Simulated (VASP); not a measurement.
Energy against volume of Li2O (antifluorite). These are vdW-DF2, VASP's PBE PAW potentials (set 64) (plane waves; VASP 6.6.1) values and carry that method's errors. Numerical set-up: 520 eV cut-off, 8×8×8 Γ-centred mesh, Gaussian smearing of 0.050 eV, potentials Li_sv O.

```json
[
 {"V (Å³/atom)": "8.088", "E (eV/atom)": "-3.91660"},
 {"V (Å³/atom)": "8.338", "E (eV/atom)": "-3.91918"},
 {"V (Å³/atom)": "8.589", "E (eV/atom)": "-3.91798"},
 {"V (Å³/atom)": "8.839", "E (eV/atom)": "-3.91354"}
]
```

### Question
Fit these four points and predict the energy of the run at 7.838 Å³/atom.

### Answer
A cubic in V^(−2/3), the third-order Birch-Murnaghan form, passes through the four points with V0 = 8.38 Å³/atom and B0 = 79 GPa, and gives -3.9096 eV/atom there. The run gave -3.9097 eV/atom, -0.0 meV/atom from the fit; all five points give B0 = 79 GPa.

The compound is Li2O in the antifluorite structure. It was relaxed first.
